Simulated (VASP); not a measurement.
Energy against volume of CoSi2 (fluorite). These are vdW-DF2, VASP's PBE PAW potentials (set 64) (plane waves; VASP) values and carry that method's errors. Numerical set-up: 520 eV cut-off, 10×10×10 Γ-centred mesh, first-order Methfessel-Paxton smearing of 0.10 eV, potentials Co Si.

```
V (Å³/atom)  E (eV/atom)
-----------  -----------
13.212          -3.85796
13.621          -3.86373
14.030          -3.85911
14.438          -3.84687
```

Fit these four points and predict the energy of the run at 12.804 Å³/atom.

A cubic in V^(−2/3), the third-order Birch-Murnaghan form, passes through the four points with V0 = 13.62 Å³/atom and B0 = 135 GPa, and gives -3.8384 eV/atom there. The run gave -3.8394 eV/atom, -1.0 meV/atom from the fit; all five points give B0 = 131 GPa.

The compound is CoSi2 in the fluorite structure. It was relaxed first, which changed the volume by +6 %. The run is not spin-polarised, so no magnetic state was tried.
